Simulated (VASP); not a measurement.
Calculation: G0W0 on PBE orbitals, VASP's PBE PAW potentials (set 64) (plane waves; VASP).

A VASP calculation is set up with these files.

### INCAR
```
SYSTEM = GaAs
PREC = Normal
ENCUT = 500
ALGO = EVGW0
LREAL = .FALSE.
LASPH = .TRUE.
ISMEAR = 0
SIGMA = 0.01
GGA = PE
LWAVE = .FALSE.
LCHARG = .FALSE.
NELMGW = 1
NBANDS = 320
NOMEGA = 64
ENCUTGW = 300
NBANDSGW = 17
LSPECTRALGW = .TRUE.
```

### KPOINTS
```
Automatic mesh
0
Gamma
4 4 4
0 0 0
```

### POSCAR
```
GaAs
1
    0.0000000000     2.8250000000     2.8250000000
    2.8250000000     0.0000000000     2.8250000000
    2.8250000000     2.8250000000     0.0000000000
Ga As
1 1
Direct
  0.0000000000   0.0000000000   0.0000000000
  0.2500000000   0.2500000000   0.2500000000
```

POTCAR, in this order: Ga_d_GW As_GW (PBE.64 set). Program: vasp_std. Read from the step before: WAVECAR, WAVEDER.

### Question
What will the output report for the number of irreducible k-points (NKPTS), largest plane-wave count, number of space-group operations, FFT grid (NGX, NGY, NGZ)?

### Answer

The number of irreducible k-points (NKPTS) comes out as 8. The largest plane-wave count is 1162 and the number of space-group operations is 24. The FFT grid (NGX, NGY, NGZ) comes out as 24 × 24 × 24.

The compound is GaAs in the zinc blende structure. The cell was not relaxed at this level. The k-mesh is coarse (spacing up to 0.48 per Å, 2π included), so the numbers may not be converged in it.
